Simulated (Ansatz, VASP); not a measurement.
# KTaO3: VASP beside Ansatz, part 2 of 3

One calculation is typed for both programs; each brings its own data sets. How far apart do they land? The cell is taken from a series of runs on this material, whose earlier steps may have relaxed, scaled, displaced or heated it; both programs get it as it stands.

VASP 6.6.1 and Ansatz 0.2.0.

So far: The starting structure; Ansatz: zone-centre phonons, LDA.

## Step 3: VASP: zone-centre phonons, LDA

Level of this step: LDA; plane waves and PAW (K_sv, Ta_pv, O) (VASP).

The same cell, functional (in two slightly different forms) and mesh now go to VASP, with its own data sets.

Lines of VASP's logs that name or quote its potential files are left out, and so is its time.

Input file INCAR:

```
SYSTEM = KTaO3
PREC = Accurate
ENCUT = 600
EDIFF = 1E-08
NELM = 120
ISMEAR = 0
SIGMA = 0.01
LREAL = .FALSE.
ALGO = Normal
GGA = CA
NBANDS = 25
LASPH = .TRUE.
LORBIT = 11
LWAVE = .FALSE.
LCHARG = .FALSE.
ISIF = 2
IBRION = 8
LEPSILON = .TRUE.
GGA_COMPAT = .FALSE.
EFERMI = MIDGAP
KPAR = 2
```

Input file POSCAR:

```
KTaO3
1.0
    3.9315001360      0.0000000000      0.0000000000
    0.0000000000      3.9315001360      0.0000000000
    0.0000000000      0.0000000000      3.9315001360
K Ta O
1 1 3
Direct
    0.5000000000      0.5000000000      0.5000000000
    0.0000000000      0.0000000000      0.0000000000
    0.5000000000      0.0000000000      0.0000000000
    0.0000000000      0.5000000000      0.0000000000
    0.0000000000      0.0000000000      0.5000000000
```

Input file KPOINTS:

```
Automatic mesh
0
Gamma
8 8 8
0 0 0
```

The projector-augmented-wave data sets are K_sv, Ta_pv and O (LDA family, release 64).

Command:

```
$ mpirun -np 2 vasp_std
```

The program printed:

```text
[banner, memory and clock lines left out]
running    2 mpi-ranks, on    1 nodes
 distrk:  each k-point on    1 cores,    2 groups
 distr:  one band on    1 cores,    1 groups

 POSCAR found type information on POSCAR K TaO
 POSCAR found :  3 types and       5 ions
 LDA part: xc-table for (Slater(with rela. corr.)+CA(PZ))
 , standard interpolation
 POSCAR, INCAR and KPOINTS ok, starting setup
 FFT: planning ... GRIDC
 FFT: planning ... GRID_SOFT
 FFT: planning ... GRID
 WAVECAR not read
 entering main loop
       N       E                     dE             d eps       ncg     rms          rms(c)
DAV:   1     0.356059836503E+03    0.35606E+03   -0.22748E+04  1750   0.172E+03
DAV:   2    -0.321218780724E+02   -0.38818E+03   -0.37883E+03  2085   0.464E+02
DAV:   3    -0.523585823446E+02   -0.20237E+02   -0.20159E+02  2339   0.103E+02
DAV:   4    -0.532212660796E+02   -0.86268E+00   -0.86187E+00  3050   0.143E+01
DAV:   5    -0.532263096697E+02   -0.50436E-02   -0.50432E-02  2312   0.101E+00    0.368E+01
DAV:   6    -0.453558213485E+02    0.78705E+01   -0.37822E+01  2231   0.429E+01    0.148E+01
DAV:   7    -0.451438161149E+02    0.21201E+00   -0.20610E+00  2265   0.943E+00    0.974E+00
DAV:   8    -0.450559218973E+02    0.87894E-01   -0.33251E-01  2289   0.486E+00    0.187E+00
DAV:   9    -0.450470199892E+02    0.89019E-02   -0.28795E-02  2281   0.129E+00    0.229E-01
DAV:  10    -0.450460686176E+02    0.95137E-03   -0.75014E-03  2389   0.614E-01    0.930E-02
DAV:  11    -0.450460290192E+02    0.39598E-04   -0.57158E-04  2461   0.172E-01    0.299E-02
DAV:  12    -0.450460301760E+02   -0.11568E-05   -0.34914E-05  2667   0.409E-02    0.691E-03
DAV:  13    -0.450460296249E+02    0.55110E-06   -0.30966E-06  2317   0.119E-02    0.358E-03
DAV:  14    -0.450460296027E+02    0.22115E-07   -0.14540E-07  2443   0.306E-03    0.886E-04
DAV:  15    -0.450460296018E+02    0.93132E-09   -0.33938E-08  1967   0.114E-03
   1 F= -.45046030E+02 E0= -.45046030E+02  d E =0.000000E+00
 Linear response reoptimize wavefunctions to high precision
DAV:   1    -0.450460296016E+02    0.24602E-09   -0.35276E-09  1708   0.435E-04
DAV:   2    -0.450460296016E+02   -0.28194E-10   -0.33770E-10  1569   0.138E-04
 Linear response G [H, r] |phi>, progress :
  Direction:   1
       N       E                     dE             d eps       ncg     rms
RMM:   1    -0.135793368008E+03   -0.13579E+03    0.71535E+02  3037   0.195E+02
RMM:   2    -0.128957578886E+03    0.68358E+01   -0.30677E+01  2956   0.354E+01
RMM:   3    -0.129456040400E+03   -0.49846E+00   -0.41240E+00  3498   0.762E+00
RMM:   4    -0.129517438454E+03   -0.61398E-01   -0.62248E-01  3851   0.251E+00
RMM:   5    -0.129544717437E+03   -0.27279E-01   -0.12616E-01  4012   0.112E+00
RMM:   6    -0.129555981231E+03   -0.11264E-01   -0.43631E-02  4122   0.561E-01
RMM:   7    -0.129558927175E+03   -0.29459E-02   -0.16623E-02  4238   0.313E-01
RMM:   8    -0.129559942943E+03   -0.10158E-02   -0.10230E-02  4248   0.192E-01
RMM:   9    -0.129561379728E+03   -0.14368E-02   -0.81227E-04  4199   0.130E-01
RMM:  10    -0.129561788696E+03   -0.40897E-03    0.10466E-02  4145   0.946E-02
RMM:  11    -0.129562086255E+03   -0.29756E-03   -0.22296E-02  4051   0.744E-02
RMM:  12    -0.129561619499E+03    0.46676E-03    0.14609E-02  4007   0.615E-02
RMM:  13    -0.129561810600E+03   -0.19110E-03   -0.22862E-02  3967   0.538E-02
RMM:  14    -0.129561082766E+03    0.72783E-03    0.27221E-02  3981   0.491E-02
RMM:  15    -0.129561398502E+03   -0.31574E-03   -0.44417E-02  3978   0.462E-02
RMM:  16    -0.129561202970E+03    0.19553E-03   -0.48396E-03  3994   0.444E-02
RMM:  17    -0.129561518289E+03   -0.31532E-03   -0.84031E-02  4009   0.433E-02
RMM:  18    -0.129561154758E+03    0.36353E-03   -0.19312E-02  4017   0.426E-02
 Linear response G [H, r] |phi>, progress :
  Direction:   2
       N       E                     dE             d eps       ncg     rms
RMM:   1    -0.149224148316E+03   -0.14922E+03    0.55429E+02  2972   0.195E+02
RMM:   2    -0.148405285650E+03    0.81886E+00   -0.35563E+01  2850   0.379E+01
RMM:   3    -0.148994491896E+03   -0.58921E+00   -0.58294E+00  3543   0.913E+00
RMM:   4    -0.149093175420E+03   -0.98684E-01   -0.98620E-01  3946   0.302E+00
RMM:   5    -0.149125577693E+03   -0.32402E-01   -0.23609E-01  4109   0.135E+00
RMM:   6    -0.149134451531E+03   -0.88738E-02   -0.66346E-02  4173   0.673E-01
RMM:   7    -0.149137861970E+03   -0.34104E-02   -0.28514E-02  4256   0.377E-01
RMM:   8    -0.149136970342E+03    0.89163E-03    0.12474E-02  4283   0.228E-01
RMM:   9    -0.149136776990E+03    0.19335E-03    0.20053E-02  4261   0.156E-01
RMM:  10    -0.149139181015E+03   -0.24040E-02    0.13563E-03  4200   0.113E-01
RMM:  11    -0.149137240047E+03    0.19410E-02    0.56693E-03  4102   0.882E-02
RMM:  12    -0.149137509293E+03   -0.26925E-03    0.22483E-02  4074   0.729E-02
RMM:  13    -0.149137551292E+03   -0.41999E-04    0.97376E-03  4038   0.632E-02
[...]
RMM:   5    -0.306751359980E+00   -0.20476E-04   -0.26411E-04  7672   0.385E-02    0.133E-02
RMM:   6    -0.306739593516E+00    0.11766E-04   -0.59703E-05  7891   0.199E-02    0.135E-03
RMM:   7    -0.306744864804E+00   -0.52713E-05   -0.20141E-05  8076   0.979E-03    0.114E-03
RMM:   8    -0.306741708694E+00    0.31561E-05   -0.13258E-06  8289   0.499E-03    0.935E-04
[...]
first order change of Fermi-energy  -0.21210E-03
 force on displaced ion       1 direction 1 :  -4.329  -0.000  -0.000
 Born effective charge ion    1 direction 1 :   1.155   0.000   0.000
 Linear response progress:
  Degree of freedom:   2/  4
       N       E                     dE             d eps       ncg     rms          rms(c)
RMM:   1    -0.189056147774E+00   -0.18906E+00    0.76608E+00  4518   0.157E+01
RMM:   2    -0.212035293413E+00   -0.22979E-01   -0.34953E-02  5866   0.116E+00    0.156E-01
RMM:   3    -0.210807089650E+00    0.12282E-02   -0.15567E-03  6504   0.195E-01    0.834E-02
RMM:   4    -0.209896508641E+00    0.91058E-03   -0.29286E-04  7082   0.882E-02    0.263E-02
RMM:   5    -0.209676065135E+00    0.22044E-03   -0.37279E-05  7625   0.264E-02    0.565E-03
RMM:   6    -0.209654893598E+00    0.21172E-04   -0.76329E-06  8000   0.890E-03    0.219E-03
RMM:   7    -0.209650528195E+00    0.43654E-05   -0.22185E-06  7891   0.388E-03    0.720E-04
RMM:   8    -0.209650750021E+00   -0.22183E-06   -0.23927E-06  8266   0.214E-03    0.315E-04
RMM:   9    -0.209651538656E+00   -0.78863E-06   -0.99590E-07  8361   0.147E-03    0.802E-05
RMM:  10    -0.209651741538E+00   -0.20288E-06   -0.59220E-07  8419   0.112E-03    0.330E-05
RMM:  11    -0.209651786919E+00   -0.45381E-07   -0.10006E-06  8719   0.941E-04    0.152E-05
RMM:  12    -0.209651791602E+00   -0.46828E-08   -0.14018E-07  8830   0.829E-04    0.137E-05
RMM:  13    -0.209651787285E+00    0.43173E-08   -0.93479E-08  8753   0.762E-04    0.641E-06
 first order change of Fermi-energy   0.14406E-03
 force on displaced ion       2 direction 1 :  -5.153  -0.000  -0.000
 Born effective charge ion    2 direction 1 :   8.771   0.000   0.000
 Linear response progress:
  Degree of freedom:   3/  4
       N       E                     dE             d eps       ncg     rms          rms(c)
RMM:   1    -0.380510448790E+00   -0.38051E+00    0.29069E-01  7455   0.291E+00
RMM:   2    -0.370362794455E+00    0.10148E-01   -0.12707E-02  6291   0.545E-01    0.208E-01
RMM:   3    -0.371628685161E+00   -0.12659E-02   -0.37256E-03  5997   0.255E-01    0.112E-01
RMM:   4    -0.373418622795E+00   -0.17899E-02   -0.12146E-03  6280   0.152E-01    0.385E-02
RMM:   5    -0.373817239025E+00   -0.39862E-03   -0.13055E-04  6861   0.502E-02    0.585E-03
RMM:   6    -0.373821546464E+00   -0.43074E-05   -0.24452E-05  7440   0.143E-02    0.357E-03
RMM:   7    -0.373797383820E+00    0.24163E-04   -0.60710E-06  7071   0.746E-03    0.877E-04
RMM:   8    -0.373805306700E+00   -0.79229E-05   -0.30472E-06  7683   0.372E-03    0.325E-04
RMM:   9    -0.373805939074E+00   -0.63237E-06   -0.32363E-06  8280   0.210E-03    0.163E-04
RMM:  10    -0.373805706483E+00    0.23259E-06   -0.10310E-06  8156   0.149E-03    0.452E-05
RMM:  11    -0.373805125851E+00    0.58063E-06   -0.14000E-06  8430   0.121E-03    0.279E-05
RMM:  12    -0.373805202198E+00   -0.76347E-07   -0.23292E-06  8576   0.106E-03    0.162E-05
RMM:  13    -0.373805195471E+00    0.67268E-08   -0.69215E-07  8456   0.978E-04    0.797E-06
RMM:  14    -0.373805198355E+00   -0.28843E-08   -0.18355E-06  8433   0.927E-04    0.379E-06
[...]
RMM:  23    -0.373805197106E+00    0.11026E-09   -0.13311E-06  8068   0.863E-04    0.728E-07
RMM:  24    -0.373805197212E+00   -0.10539E-09   -0.13850E-06  8048   0.863E-04    0.507E-07
RMM:  25    -0.373805198100E+00   -0.88857E-09   -0.12093E-06  8116   0.863E-04    0.665E-07
RMM:  26    -0.373805197855E+00    0.24533E-09   -0.12184E-06  8099   0.862E-04    0.449E-07
RMM:  27    -0.373805198026E+00   -0.17097E-09   -0.12848E-06  8137   0.862E-04    0.762E-07
RMM:  28    -0.373805198317E+00   -0.29116E-09   -0.13795E-06  8159   0.862E-04    0.788E-07
RMM:  29    -0.373805198305E+00    0.11880E-10   -0.14262E-06  8179   0.862E-04    0.680E-07
RMM:  30    -0.373805197966E+00    0.33929E-09   -0.13344E-06  8198   0.862E-04    0.813E-07
 first order change of Fermi-energy  -0.56928E-04
 force on displaced ion       3 direction 1 : -16.459  -0.000   0.000
 Born effective charge ion    3 direction 1 :  -6.519   0.000   0.000
 Linear response progress:
  Degree of freedom:   4/  4
       N       E                     dE             d eps       ncg     rms          rms(c)
RMM:   1    -0.365711973515E+00   -0.36571E+00    0.23077E-01 12209   0.266E+00
RMM:   2    -0.360601918172E+00    0.51101E-02   -0.10428E-02 10543   0.466E-01    0.121E-01
RMM:   3    -0.361807436773E+00   -0.12055E-02   -0.18873E-03 10451   0.158E-01    0.597E-02
RMM:   4    -0.363289142714E+00   -0.14817E-02   -0.60056E-04 10471   0.109E-01    0.148E-02
RMM:   5    -0.363348854553E+00   -0.59712E-04   -0.73798E-05 12181   0.317E-02    0.394E-03
RMM:   6    -0.363359399665E+00   -0.10545E-04   -0.14219E-05 13683   0.106E-02    0.250E-03
RMM:   7    -0.363352497285E+00    0.69024E-05   -0.40499E-06 12864   0.540E-03    0.602E-04
RMM:   8    -0.363357480353E+00   -0.49831E-05   -0.27437E-06 14074   0.290E-03    0.307E-04
RMM:   9    -0.363357971985E+00   -0.49163E-06    0.43340E-07 14165   0.183E-03    0.176E-04
RMM:  10    -0.363357606464E+00    0.36552E-06   -0.58732E-07 14326   0.138E-03    0.792E-05
RMM:  11    -0.363357333405E+00    0.27306E-06   -0.47833E-07 14357   0.115E-03    0.592E-05
RMM:  12    -0.363357395531E+00   -0.62126E-07   -0.99083E-07 14495   0.102E-03    0.221E-05
RMM:  13    -0.363357381562E+00    0.13968E-07   -0.12201E-06 14462   0.944E-04    0.217E-05
RMM:  14    -0.363357447742E+00   -0.66180E-07   -0.88820E-07 14391   0.897E-04    0.621E-06
[...]
RMM:  27    -0.363357474081E+00    0.66763E-09   -0.10094E-06 13871   0.802E-04    0.128E-06
RMM:  28    -0.363357476643E+00   -0.25617E-08   -0.91184E-07 13962   0.802E-04    0.700E-07
RMM:  29    -0.363357476436E+00    0.20677E-09   -0.96048E-07 13973   0.802E-04    0.726E-07
RMM:  30    -0.363357476709E+00   -0.27319E-09   -0.79979E-07 14019   0.802E-04    0.130E-06
RMM:  31    -0.363357477057E+00   -0.34800E-09   -0.86626E-07 14066   0.802E-04    0.103E-06
RMM:  32    -0.363357476732E+00    0.32560E-09   -0.92220E-07 14075   0.802E-04    0.956E-07
RMM:  33    -0.363357476989E+00   -0.25742E-09   -0.89316E-07 14107   0.802E-04    0.884E-07
RMM:  34    -0.363357477132E+00   -0.14316E-09   -0.10418E-06 14121   0.801E-04    0.956E-07
 first order change of Fermi-energy   0.34230E-04
 force on displaced ion       3 direction 2 :   0.000  -4.146   0.000
 Born effective charge ion    3 direction 2 :   0.000  -1.704   0.000
 Born effective charges drift removed
 Linear response finished
```

(Part 2 of 3 ends here.)

[Lines on the potential files, build, host, timing and source positions are cut from VASP's logs without a mark.]

[Logs are printed without paths, hosts, clocks, repeated set-up lines and the standing remarks that a program may print on its own settings, such as how far it seeks lower states.]

[Hosts, paths, dates, database ids (printed as entryN), source tags and the programs' standing remarks are cut or masked in the printed files.]
